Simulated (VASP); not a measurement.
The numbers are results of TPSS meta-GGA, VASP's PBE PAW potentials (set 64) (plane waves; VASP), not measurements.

The input files of a VASP run:

### POSCAR
```
PtSe2
1.0
  1.8862792955  -3.2671318293   0.0000000000
  1.8862792955   3.2671318293   0.0000000000
  0.0000000000   0.0000000000   4.8894208576
Pt Se
1 2
direct
  0.0000000000   0.0000000000   0.0000000000
  0.3333330000   0.6666670000   0.2564063801
  0.6666670000   0.3333330000   0.7435936199
```

KPOINTS:
```
kpoints
0
gamma
9 9 6
```

### INCAR
```
# general
SYSTEM =PtSe2
PREC   =Accurate
ENCUT  =520
LREAL  =.False.
LASPH  =.True.

# electronic loop
EDIFF  =1E-6
NELM   =100
ALGO   =Normal
LMAXMIX=6
LMIXTAU=.True.

# smearing
ISMEAR =1
SIGMA  =0.1

# functional
METAGGA=TPSS

# ions
IBRION =2
NSW    =60
ISIF   =3
EDIFFG =-0.02

# output
LWAVE  =.False.
LCHARG =.False.
```

POTCAR, in this order: Pt Se (PBE.64 set). Program: vasp_std.

Output of the run:

### OSZICAR
```
...
  11 F= -.31012981E+02 E0= -.31013191E+02  d E =-.103418E-02
       N       E                     dE             d eps       ncg     rms          rms(c)
DAV:   1    -0.310180602545E+02   -0.50795E-02   -0.22875E-01  1860   0.347E+00    0.392E-01
DAV:   2    -0.310143761141E+02    0.36841E-02   -0.19416E-02  1972   0.143E+00    0.211E-01
DAV:   3    -0.310138632599E+02    0.51285E-03   -0.18069E-03  2126   0.473E-01    0.861E-02
DAV:   4    -0.310136895225E+02    0.17374E-03   -0.11951E-03  2007   0.230E-01    0.360E-02
DAV:   5    -0.310137095334E+02   -0.20011E-04   -0.79813E-05  1965   0.707E-02    0.178E-02
DAV:   6    -0.310137036894E+02    0.58439E-05   -0.24423E-05  2028   0.490E-02    0.892E-03
DAV:   7    -0.310137233563E+02   -0.19667E-04   -0.99537E-06  1902   0.328E-02    0.328E-03
DAV:   8    -0.310137255208E+02   -0.21645E-05   -0.14944E-06  1863   0.130E-02    0.145E-03
DAV:   9    -0.310137259014E+02   -0.38059E-06   -0.78545E-07  1308   0.843E-03
  12 F= -.31013726E+02 E0= -.31013991E+02  d E =-.744854E-03
       N       E                     dE             d eps       ncg     rms          rms(c)
DAV:   1    -0.310532612033E+02   -0.39536E-01   -0.20229E+00  1860   0.103E+01    0.117E+00
DAV:   2    -0.310202966745E+02    0.32965E-01   -0.16881E-01  1986   0.422E+00    0.621E-01
DAV:   3    -0.310160300167E+02    0.42667E-02   -0.15024E-02  2175   0.137E+00    0.258E-01
DAV:   4    -0.310144455168E+02    0.15845E-02   -0.10460E-02  1993   0.683E-01    0.107E-01
DAV:   5    -0.310146320236E+02   -0.18651E-03   -0.70031E-04  1986   0.210E-01    0.514E-02
DAV:   6    -0.310145681090E+02    0.63915E-04   -0.22956E-04  2042   0.149E-01    0.265E-02
DAV:   7    -0.310147604717E+02   -0.19236E-03   -0.88712E-05  1909   0.978E-02    0.949E-03
DAV:   8    -0.310147772449E+02   -0.16773E-04   -0.12215E-05  2378   0.364E-02    0.440E-03
DAV:   9    -0.310147787947E+02   -0.15498E-05   -0.71210E-06  1993   0.254E-02    0.298E-03
DAV:  10    -0.310147815971E+02   -0.28024E-05   -0.19828E-06  1788   0.146E-02    0.988E-04
DAV:  11    -0.310147817984E+02   -0.20138E-06   -0.56913E-07  1625   0.645E-03
  13 F= -.31014782E+02 E0= -.31015054E+02  d E =-.180075E-02
       N       E                     dE             d eps       ncg     rms          rms(c)
DAV:   1    -0.310218568487E+02   -0.70753E-02   -0.14741E-01  1888   0.349E+00    0.541E-01
DAV:   2    -0.310161588331E+02    0.56980E-02   -0.30464E-02  1930   0.197E+00    0.309E-01
DAV:   3    -0.310150089601E+02    0.11499E-02   -0.29687E-03  2035   0.640E-01    0.117E-01
DAV:   4    -0.310147246837E+02    0.28428E-03   -0.16507E-03  1916   0.251E-01    0.521E-02
DAV:   5    -0.310147695826E+02   -0.44899E-04   -0.61782E-05  1993   0.782E-02    0.317E-02
DAV:   6    -0.310147436955E+02    0.25887E-04   -0.32229E-05  2203   0.533E-02    0.131E-02
DAV:   7    -0.310147806718E+02   -0.36976E-04   -0.15614E-05  1874   0.430E-02    0.351E-03
DAV:   8    -0.310147832109E+02   -0.25392E-05   -0.13542E-06  1742   0.129E-02    0.179E-03
DAV:   9    -0.310147838508E+02   -0.63990E-06   -0.43079E-07  1287   0.590E-03
  14 F= -.31014784E+02 E0= -.31015050E+02  d E =-.205238E-05
       N       E                     dE             d eps       ncg     rms          rms(c)
DAV:   1    -0.310167873955E+02   -0.20042E-02   -0.37930E-02  1888   0.177E+00    0.275E-01
DAV:   2    -0.310153257110E+02    0.14617E-02   -0.78746E-03  1923   0.997E-01    0.154E-01
DAV:   3    -0.310150329060E+02    0.29281E-03   -0.76713E-04  2028   0.325E-01    0.569E-02
DAV:   4    -0.310149695415E+02    0.63365E-04   -0.42166E-04  1916   0.126E-01    0.261E-02
DAV:   5    -0.310149805112E+02   -0.10970E-04   -0.13238E-05  2028   0.364E-02    0.171E-02
DAV:   6    -0.310149748740E+02    0.56371E-05   -0.68762E-06  2182   0.241E-02    0.637E-03
DAV:   7    -0.310149830830E+02   -0.82090E-05   -0.37781E-06  1874   0.213E-02    0.175E-03
DAV:   8    -0.310149838203E+02   -0.73727E-06   -0.34464E-07  1056   0.658E-03
  15 F= -.31014984E+02 E0= -.31015253E+02  d E =-.202022E-03
       N       E                     dE             d eps       ncg     rms          rms(c)
DAV:   1    -0.310149865438E+02   -0.34608E-05   -0.49865E-05  1902   0.643E-02    0.993E-03
DAV:   2    -0.310149845294E+02    0.20144E-05   -0.10091E-05  1972   0.358E-02    0.558E-03
DAV:   3    -0.310149840590E+02    0.47038E-06   -0.94246E-07   944   0.117E-02
  16 F= -.31014984E+02 E0= -.31015253E+02  d E =-.202261E-03
       N       E                     dE             d eps       ncg     rms          rms(c)
DAV:   1    -0.310153607903E+02   -0.37626E-03   -0.87418E-03  1888   0.851E-01    0.132E-01
DAV:   2    -0.310150171670E+02    0.34362E-03   -0.18391E-03  1930   0.483E-01    0.752E-02
DAV:   3    -0.310149468915E+02    0.70275E-04   -0.17902E-04  2028   0.157E-01    0.281E-02
DAV:   4    -0.310149281558E+02    0.18736E-04   -0.98145E-05  1923   0.610E-02    0.127E-02
DAV:   5    -0.310149311992E+02   -0.30435E-05   -0.33617E-06  2028   0.183E-02    0.806E-03
DAV:   6    -0.310149291183E+02    0.20809E-05   -0.17282E-06  1625   0.123E-02    0.314E-03
DAV:   7    -0.310149315539E+02   -0.24356E-05   -0.89003E-07  1371   0.100E-02    0.850E-04
DAV:   8    -0.310149316437E+02   -0.89821E-07   -0.83761E-08   930   0.302E-03
  17 F= -.31014932E+02 E0= -.31015199E+02  d E =-.149845E-03
       N       E                     dE             d eps       ncg     rms          rms(c)
DAV:   1    -0.310153141143E+02   -0.38256E-03   -0.70379E-03  1888   0.763E-01    0.118E-01
DAV:   2    -0.310150442178E+02    0.26990E-03   -0.14602E-03  1923   0.430E-01    0.665E-02
DAV:   3    -0.310149906387E+02    0.53579E-04   -0.14226E-04  2028   0.140E-01    0.247E-02
DAV:   4    -0.310149801858E+02    0.10453E-04   -0.78226E-05  1916   0.544E-02    0.113E-02
DAV:   5    -0.310149820433E+02   -0.18575E-05   -0.24754E-06  1796   0.159E-02    0.725E-03
DAV:   6    -0.310149812732E+02    0.77013E-06   -0.13135E-06  1490   0.104E-02
  18 F= -.31014981E+02 E0= -.31015250E+02  d E =-.199475E-03
       N       E                     dE             d eps       ncg     rms          rms(c)
DAV:   1    -0.310149843666E+02   -0.23233E-05   -0.30986E-05  1923   0.504E-02    0.769E-03
DAV:   2    -0.310149835055E+02    0.86109E-06   -0.55996E-06  1902   0.262E-02
  19 F= -.31014984E+02 E0= -.31015253E+02  d E =-.201707E-03
       N       E                     dE             d eps       ncg     rms          rms(c)
DAV:   1    -0.310152159061E+02   -0.23154E-03   -0.96303E-03  1860   0.710E-01    0.795E-02
DAV:   2    -0.310151329221E+02    0.82984E-04   -0.85326E-04  2028   0.300E-01    0.402E-02
DAV:   3    -0.310151122551E+02    0.20667E-04   -0.56875E-05  2077   0.844E-02    0.154E-02
DAV:   4    -0.310151067596E+02    0.54955E-05   -0.36455E-05  2021   0.386E-02    0.785E-03
DAV:   5    -0.310151077299E+02   -0.97026E-06   -0.80903E-07  1399   0.907E-03
  20 F= -.31015108E+02 E0= -.31015371E+02  d E =-.124224E-03
       N       E                     dE             d eps       ncg     rms          rms(c)
DAV:   1    -0.310161084587E+02   -0.10017E-02   -0.72802E-02  1860   0.196E+00    0.219E-01
DAV:   2    -0.310154577596E+02    0.65070E-03   -0.64760E-03  2021   0.828E-01    0.112E-01
DAV:   3    -0.310152953435E+02    0.16242E-03   -0.43502E-04  2077   0.233E-01    0.434E-02
DAV:   4    -0.310152539373E+02    0.41406E-04   -0.28961E-04  2021   0.109E-01    0.226E-02
DAV:   5    -0.310152601790E+02   -0.62418E-05   -0.64969E-06  2028   0.251E-02    0.134E-02
DAV:   6    -0.310152560904E+02    0.40887E-05   -0.46053E-06  2168   0.197E-02    0.507E-03
DAV:   7    -0.310152629049E+02   -0.68145E-05   -0.20263E-06  1431   0.155E-02    0.114E-03
DAV:   8    -0.310152630122E+02   -0.10729E-06   -0.17112E-07  1014   0.438E-03
  21 F= -.31015263E+02 E0= -.31015515E+02  d E =-.279507E-03
```

**OUTCAR**
```
------------------------ aborting loop because EDIFF is reached ----------------------------------------
  FORCE on cell =-STRESS in cart. coord.  units (eV):
  Direction    XX          YY          ZZ          XY          YZ          ZX
  --------------------------------------------------------------------------------------
  Total       -0.0561717     -0.0561718      0.0353323      0.0000000      0.0000000      0.0000000
  in kB       -1.3600909     -1.3600911      0.8555032      0.0000000      0.0000000      0.0000000
  external PRESSURE =      -0.6215596 kB  Pullay stress =       0.0000000 kB
  volume of cell :       66.17
      direct lattice vectors                 reciprocal lattice vectors
     1.879838249 -3.255975607  0.000000000     0.265980331 -0.153563804  0.000000000
     1.879838249  3.255975607 -0.000000000     0.265980331  0.153563804  0.000000000
    -0.000000000  0.000000000  5.405413708    -0.000000000  0.000000000  0.184999716
 POSITION                                       TOTAL-FORCE (eV/Angst)
 -----------------------------------------------------------------------------------
     -0.00000      0.00000      5.40541         0.000000      0.000000     -0.000000
      1.87984      1.08533      1.30259         0.000000     -0.000000     -0.009066
      1.87984     -1.08533      4.10282        -0.000000      0.000000      0.009066
 -----------------------------------------------------------------------------------
    total drift:                               -0.000000      0.000000      0.000000
  FREE ENERGIE OF THE ION-ELECTRON SYSTEM (eV)
  ---------------------------------------------------
  free  energy   TOTEN  =       -31.0152630122 eV

  energy  without entropy=      -31.0160186753  energy(sigma->0) =      -31.01551490

 reached required accuracy - stopping structural energy minimisation
```
(Selected blocks of OUTCAR.)

File CONTCAR:
```
PtSe2
   1.00000000000000
     1.8798382491700032   -3.2559756068714547    0.0000000000000000
     1.8798382491700032    3.2559756068714547   -0.0000000000000000
    -0.0000000000000001    0.0000000000000000    5.4054137076490187
  Pt              Se
     1     2
Direct
     0.0000000000000000    0.0000000000000000    1.0000000000000000
     0.3333330000000032    0.6666669999999968    0.2409791877079456
     0.6666669999999968    0.3333330000000032    0.7590208122920544
```

Energy and stress use the plane-wave basis of the starting cell. Without a dispersion term in the relaxation, distances and binding between the weakly bound layers, chains or molecules are unreliable, and so is what depends on them.

The compound is PtSe2 in the 1T layered structure. This run relaxes it. Symmetry was kept, so distortions that lower it aren't found. The start is the result of an earlier pass.
